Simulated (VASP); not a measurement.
VASP ran on this input.

### KPOINTS
```
Automatic mesh
0
Gamma
7 7 7
0 0 0
```

**INCAR**
```
SYSTEM = Ni3Si
PREC = Accurate
ENCUT = 400
EDIFF = 1E-6
NELM = 100
ALGO = Normal
LREAL = .FALSE.
LASPH = .TRUE.
ISMEAR = 1
SIGMA = 0.1
GGA = PE
LMAXMIX = 4
LWAVE = .FALSE.
LCHARG = .FALSE.
ISIF = 2
NBANDS = 16
```

### POSCAR
```
Ni3Si
1
    3.5100000000     0.0000000000     0.0000000000
    0.0000000000     3.5100000000     0.0000000000
    0.0000000000     0.0000000000     3.5100000000
Si Ni
1 3
Direct
  0.0000000000   0.0000000000   0.0000000000
  0.0000000000   0.5000000000   0.5000000000
  0.5000000000   0.0000000000   0.5000000000
  0.5000000000   0.5000000000   0.0000000000
```

POTCAR, in this order: Si Ni (PBE.64 set). Program: vasp_std.

Output of the run:

standard output:
```
 POSCAR found type information on POSCAR SiNi
 POSCAR found :  2 types and       4 ions
 Reading from existing POTCAR
 Reading from existing POTCAR
 LDA part: xc-table for (Slater+PW92), standard interpolation

 -----------------------------------------------------------------------------
|                                                                             |
|     EEEEEEE  RRRRRR   RRRRRR   OOOOOOO  RRRRRR      ###     ###     ###     |
|     E        R     R  R     R  O     O  R     R     ###     ###     ###     |
|     E        R     R  R     R  O     O  R     R     ###     ###     ###     |
|     EEEEE    RRRRRR   RRRRRR   O     O  RRRRRR       #       #       #      |
|     E        R   R    R   R    O     O  R   R                               |
|     E        R    R   R    R   O     O  R    R      ###     ###     ###     |
|     EEEEEEE  R     R  R     R  OOOOOOO  R     R     ###     ###     ###     |
|                                                                             |
|     The number of bands is not sufficient to hold all electrons. I am       |
|     sorry, but this calculation does not make sense. If you want to         |
|     calculate only selected states, you need to set either EFERMI or        |
|     EREF. EREF specifies around which energy states are supposed to be      |
|     calculated.                                                             |
|     I found NBANDS = 16, NELECT = 34.                                       |
|                                                                             |
|       ---->  I REFUSE TO CONTINUE WITH THIS SICK JOB ... BYE!!! <----       |
|                                                                             |
 -----------------------------------------------------------------------------
```

### Question
Read input and log: which fault does this run have?
A) IBRION is misspelt, so VASP ignores the line and takes its default
B) POTCAR lists the elements in another order than POSCAR
C) NBANDS is too small to hold all electrons
D) the lattice vectors form a left-handed set

### Answer
C, NBANDS is too small to hold all electrons. VASP stops with an error: The number of bands is not sufficient to hold all electrons. I am sorry, but this calculation does not make sense. If you want to calculate only selected states, you need to set either EFERMI or EREF. EREF specifies around which energy states are supposed to be calculated. I found NBANDS = 16, NELECT = 34. ----> I REFUSE TO CONTINUE WITH THIS SICK JOB ... BYE!!! <----

To mend it, remove NBANDS.

The mended run (PBE GGA, plane waves, VASP's PBE PAW potentials (set 64)) converges, and its OSZICAR ends with
```
   1 F= -.23689003E+02 E0= -.23690317E+02  d E =0.394290E-02
```

The compound is Ni3Si in the L1_2 structure. The cell was not relaxed at this level. The run is not spin-polarised, so no magnetic state was tried.
